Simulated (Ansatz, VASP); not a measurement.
# VSe2 (1T-VSe2 monolayer) in two plane-wave programs, part 2 of 2

Wanted: the spread between two codes on one cell, functional and k mesh. The structure shown is the start of the Ansatz relaxation below; VASP solves that cell, so the two are compared at the walk's first step.

VASP 6.6.1 and Ansatz 0.2.0.

So far: Starting point; Ansatz: relaxation, r2SCAN with D4.

### 3. VASP: single point, r2SCAN with D4, start cell

Level of this step: r2SCAN with D4, spin-polarised from a ferromagnetic start; plane waves and PAW (Se, V_sv) (VASP).

The same cell, functional, mesh and smearing now go to VASP, with its own data sets.

Lines of VASP's logs that name or quote its potential files are left out, and so is its time.

Input file INCAR:

```
SYSTEM = VSe2
PREC = Accurate
ENCUT = 440
EDIFF = 1E-06
NELM = 200
ISMEAR = -1
SIGMA = 0.05
LREAL = .FALSE.
ALGO = Normal
METAGGA = R2SCAN
IVDW = 13
VDW_S6 = 1
VDW_S8 = 0.6018749
VDW_A1 = 0.51559235
VDW_A2 = 5.77342911
LASPH = .TRUE.
NBANDS = 21
ISPIN = 2
MAGMOM = -0.13 -0.13 1.25
LMAXMIX = 4
LORBIT = 11
LWAVE = .FALSE.
LCHARG = .FALSE.
ISIF = 2
LDIPOL = .TRUE.
IDIPOL = 3
DIPOL = 0.5 0.5 0.5
LVHAR = .TRUE.
GGA_COMPAT = .FALSE.
NELMDL = -8
LMIXTAU = .TRUE.
KPAR = 2
```

Input file POSCAR:

```
VSe2
1.0
    3.3300000000      0.0000000000      0.0000000000
   -1.6650000000      2.8838650000      0.0000000000
    0.0000000000      0.0000000000     37.9917670000
Se V
2 1
Direct
    0.6666666089      0.3333332177      0.4540457410
    0.3333332177      0.6666664355      0.5459542590
    0.0000000000      0.0000000000      0.4999999868
```

Input file KPOINTS:

```
Automatic mesh
0
Gamma
12 12 1
0 0 0
```

The projector-augmented-wave data sets are Se and V_sv (PBE family, release 64).

Launch:

```sh
$ mpirun -np 2 vasp_std
```

Numbers of over 12 decimals in the logs are rounded to 6 here.

Output:

```text
[banner, memory and clock lines left out]
running    2 mpi-ranks, on    1 nodes
 distrk:  each k-point on    1 cores,    2 groups
 distr:  one band on    1 cores,    1 groups

 POSCAR found type information on POSCAR SeV
 POSCAR found :  2 types and       3 ions
|                                                                             |
|               ----> ADVICE to this user running VASP <----                  |
|                                                                             |
|     You enforced a specific xc type in the INCAR file but a different       |
|     [... a line on the potential file left out ...]
|     I HOPE YOU KNOW WHAT YOU ARE DOING!                                     |
|                                                                             |

 LDA part: xc-table for (None), standard interpolation
 POSCAR, INCAR and KPOINTS ok, starting setup
 FFT: planning ... GRIDC
 FFT: planning ... GRID_SOFT
 FFT: planning ... GRID
 WAVECAR not read
 entering main loop
       N       E                     dE             d eps       ncg     rms          rms(c)
DAV:   1     0.107324298970E+03    0.10732E+03   -0.10950E+04  2196   0.726E+02
DAV:   2    -0.404286869320E+02   -0.14775E+03   -0.14373E+03  2207   0.202E+02
DAV:   3    -0.531310594483E+02   -0.12702E+02   -0.12591E+02  1916   0.522E+01
DAV:   4    -0.533989585643E+02   -0.26790E+00   -0.26756E+00  2050   0.867E+00
DAV:   5    -0.534019962430E+02   -0.30377E-02   -0.30374E-02  2014   0.945E-01
DAV:   6    -0.534020505779E+02   -0.54335E-04   -0.54333E-04  2099   0.134E-01
DAV:   7    -0.534020518868E+02   -0.13089E-05   -0.13089E-05  2029   0.195E-02
DAV:   8    -0.534020519254E+02   -0.38646E-07   -0.38601E-07  1662   0.337E-03    0.200E+01
DAV:   9    -0.575628712570E+02   -0.41608E+01   -0.11138E+02  1686   0.558E+01    0.314E+01
DAV:  10    -0.505683982211E+02    0.69945E+01   -0.15442E+02  2038   0.670E+01    0.119E+01
DAV:  11    -0.476486973279E+02    0.29197E+01   -0.61103E+00  1814   0.142E+01    0.607E+00
DAV:  12    -0.474494447521E+02    0.19925E+00   -0.17564E+00  1896   0.748E+00    0.187E+00
DAV:  13    -0.472476097304E+02    0.20184E+00   -0.24843E-01  1950   0.276E+00    0.122E+00
DAV:  14    -0.470829262228E+02    0.16468E+00   -0.26192E-01  1874   0.215E+00    0.114E+00
[...]
DAV:  64    -0.448543030685E+02   -0.88635E-04   -0.22720E-05  1601   0.406E-02    0.227E-03
DAV:  65    -0.448544612937E+02   -0.15823E-03   -0.17127E-04  1626   0.759E-02    0.281E-03
DAV:  66    -0.448544349749E+02    0.26319E-04   -0.75719E-06  2003   0.163E-02    0.305E-03
DAV:  67    -0.448544050107E+02    0.29964E-04   -0.68119E-05  1651   0.461E-02    0.262E-03
DAV:  68    -0.448543932344E+02    0.11776E-04   -0.38571E-06  1804   0.164E-02    0.244E-03
DAV:  69    -0.448544188825E+02   -0.25648E-04   -0.35655E-06  1596   0.159E-02    0.263E-03
DAV:  70    -0.448544539920E+02   -0.35110E-04   -0.39728E-05  1671   0.357E-02    0.290E-03
DAV:  71    -0.448544541371E+02   -0.14513E-06   -0.37215E-07  1544   0.493E-03
   1 F= -.45111874E+02 E0= -.45104293E+02  d E =-.151614E-01  mag=     1.2552
```

Parts of OUTCAR (step 3):

```text
ion  position               nearest neighbor table
   1  0.667  0.333  0.454-   3 2.60   3 2.60   3 2.60
   2  0.333  0.667  0.546-   3 2.60   3 2.60   3 2.60
   3  0.000  0.000  0.500-   1 2.60   1 2.60   2 2.60   1 2.60   2 2.60   2 2.60

  LATTYP: Found a hexagonal cell.
 ALAT       =     3.3300000000
 C/A-ratio  =    11.4089390390

 Subroutine GETGRP returns: Found 12 space group operations
 (whereof 12 operations were pure point group operations)

The static configuration has the point symmetry D_3d.

 Found     19 irreducible k-points:

   k-points           NKPTS =     19   k-points in BZ     NKDIM =     19   number of bands    NBANDS=     21

   dimension x,y,z NGX =    24 NGY =   24 NGZ =  270
   dimension x,y,z NGXF=    48 NGYF=   48 NGZF=  540

   ENCUT  =  440.0 eV  32.34 Ry    5.69 a.u.   5.70  5.70 64.98*2*pi/ulx,y,z

   NELECT =      25.0000    total number of electrons

 k-points in reciprocal lattice and weights: Automatic mesh
   0.00000000  0.00000000  0.00000000       0.007
   0.08333333  0.00000000  0.00000000       0.042
   0.16666667  0.00000000  0.00000000       0.042
   0.25000000  0.00000000  0.00000000       0.042
   0.33333333  0.00000000  0.00000000       0.042
   0.41666667  0.00000000  0.00000000       0.042
   0.50000000  0.00000000  0.00000000       0.021
   0.08333333  0.08333333  0.00000000       0.042
   0.16666667  0.08333333  0.00000000       0.083
[...]
0.33333333  0.25000000  0.00000000       0.083
   0.33333333  0.33333333  0.00000000       0.014

 dipolmoment           0.000000      0.000000      0.000004 electrons x Angstroem

 average (electrostatic) potential at core
       1 -66.0531       2 -66.0530       3 -89.2408

 E-fermi :  -3.4603

 spin component 1
 k-point     1 :       0.0000    0.0000    0.0000
  band No.  band energies     occupation
    ...
      9      -5.3101      1.00000
     10      -5.3101      1.00000
     11      -4.3555      1.00000
     12      -4.3555      1.00000
     13      -4.2341      1.00000
     14      -2.2401      0.00000
     15      -2.2401      0.00000
     16      -0.4779      0.00000
     17      -0.4779      0.00000
     18       1.2709      0.00000
    ...

 k-point     2 :       0.0833    0.0000    0.0000
  band No.  band energies     occupation
    ...
      9      -5.2738      1.00000
     10      -5.2566      1.00000
     11      -4.4811      1.00000
     12      -4.4493      1.00000
     13      -4.2634      1.00000
     14      -2.6327      0.00000
     15      -2.2676      0.00000
     16      -0.9320      0.00000
     17      -0.5697      0.00000
     18       1.4522      0.00000
    ...

 k-point     3 :       0.1667    0.0000    0.0000
  band No.  band energies     occupation
    ...
      9      -5.4784      1.00000
     10      -5.2243      1.00000
     11      -5.0032      1.00000
     12      -4.6192      1.00000
     13      -4.3412      1.00000
     14      -3.0939      0.00066
     15      -2.3963      0.00000
     16      -1.6255      0.00000
     17      -0.7508      0.00000
     18       1.8616      0.00000
    ...

 k-point     4 :       0.2500    0.0000    0.0000
  band No.  band energies     occupation
    ...
      9      -6.5583      1.00000
     10      -5.3800      1.00000
     11      -5.3478      1.00000
     12      -4.5911      1.00000
     13      -4.5693      1.00000
     14      -3.1710      0.00306
     15      -2.6548      0.00000
     16      -1.7697      0.00000
     17      -0.8891      0.00000
     18       2.4001      0.00000
    ...

 k-point     5 :       0.3333    0.0000    0.0000
  band No.  band energies     occupation
    ...
      9      -7.1968      1.00000
     10      -5.7617      1.00000
     11      -5.5829      1.00000
     12      -4.8013      1.00000
     13      -4.3784      1.00000
     14      -3.0586      0.00032
     15      -2.9652      0.00005
     16      -1.4235      0.00000
     17      -0.9641      0.00000
     18       2.7118      0.00000
    ...

 k-point     6 :       0.4167    0.0000    0.0000
  band No.  band energies     occupation
    ...
      9      -6.8728      1.00000
     10      -5.9344      1.00000
     11      -5.7627      1.00000
     12      -4.9358      1.00000
     13      -4.1537      1.00000
     14      -3.2275      0.00941
     15      -2.9212      0.00002
     16      -1.0010      0.00000
     17      -0.9998      0.00000
     18       2.1531      0.00000
    ...

  DFT-D4 for vdW energy calculation

  Edisp (eV):   -0.25742

  Total      -0.90863    -0.90863    -6.05718     0.00000    -0.00000     0.00000
  in kB      -3.99015    -3.99015   -26.59943     0.00000    -0.00000     0.00000
  external pressure =      -11.53 kB  Pullay stress =        0.00 kB

  energy-cutoff  :      440.00
  volume of cell :      364.85
      direct lattice vectors                 reciprocal lattice vectors
     3.330000000  0.000000000  0.000000000     0.300300300  0.173378435  0.000000000
    -1.665000000  2.883865000  0.000000000     0.000000000  0.346756870  0.000000000
     0.000000000  0.000000000 37.991767000     0.000000000  0.000000000  0.026321492

 POSITION                                       TOTAL-FORCE (eV/Angst)
 -----------------------------------------------------------------------------------
      1.66500      0.96129     17.25000         0.000000      0.000000      1.710992
     -0.00000      1.92258     20.74177        -0.000000     -0.000000     -1.710992
      0.00000      0.00000     18.99588         0.000000      0.000000      0.000000
 -----------------------------------------------------------------------------------
    total drift:                                0.000000      0.000335      0.001360

  FREE ENERGIE OF THE ION-ELECTRON SYSTEM (eV)
  ---------------------------------------------------
  free  energy   TOTEN  =       -45.1118736741 eV

  energy  without entropy=      -45.0967122518  energy(sigma->0) =      -45.10429296

 vacuum level on the upper side and lower side of the slab         1.726         1.726

 total charge
# of ion       s       p       d       tot
------------------------------------------
    1        1.482   2.320   0.037   3.839
    2        1.482   2.320   0.037   3.839
    3        2.202   6.169   2.922  11.293
--------------------------------------------------
tot          5.166  10.809   2.996  18.972

 magnetization (x)
# of ion       s       p       d       tot
------------------------------------------
    1       -0.004  -0.165   0.004  -0.164
    2       -0.004  -0.165   0.004  -0.164
    3        0.019   0.013   1.502   1.534
--------------------------------------------------
tot          0.012  -0.317   1.511   1.206

[... 6 further parts left out ...]
```

The cell holds one magnetic atom, so no antiferromagnetic order fits into it.

### 4. Side by side

Known differences besides the potentials themselves: VASP starts from the moments at which Ansatz ended; VASP keeps PBE cores, Ansatz makes them for the functional; Ansatz cuts the interaction across the vacuum, VASP repeats the sheet with a dipole correction; the data sets hold 45 valence electrons in Ansatz (on its default PAW (the set named soft_2) files) and 25 in VASP; the cutoff is 500 eV in Ansatz and 440 eV in VASP. Total energies have different zeros and are not compared.

Forces (eV/Å; atoms numbered as in POSCAR):

```csv
atom,"Ansatz x, y, z","VASP x, y, z"
Se1,"0.000, 0.000, 1.707","0.000, 0.000, 1.711"
Se2,"0.000, 0.000, -1.707","0.000, 0.000, -1.711"
V3,"0.000, 0.000, 0.000","0.000, 0.000, 0.000"
```

The forces differ by 1.7 meV/Å r.m.s., which is 0.2 % of the r.m.s. force of 0.807 eV/Å (both taken over all components). Moments aren't recorded for both runs of this pair, so they may hold unlike magnetic states. With vacuum in the cell, a pressure given here is an average over mostly empty space and none of the material.

### 5. Summary of results

```json
{
 "r.m.s. force difference (single point, r2SCAN with D4, start cell)": "0.21 % of the r.m.s. force"
}
```

**Reading.** The r.m.s. force difference is 0.21 % of the r.m.s. force (single point, r2SCAN with D4, start cell), within the 3 % picked in this series as the mark of a large difference. The data sets hold unlike numbers of valence electrons (45 in Ansatz and 25 in VASP), so part of the differences comes from the potentials. How closely two codes agree says nothing of how well the functional describes the real material.

[Lines on the potential files, build, host, timing and source positions are cut from VASP's logs without a mark.]

[Logs are printed without paths, hosts, clocks, repeated set-up lines and the standing remarks that a program may print on its own settings, such as how far it seeks lower states.]

[Hosts, paths, dates, database ids (printed as entryN), source tags and the programs' standing remarks are cut or masked in the printed files.]
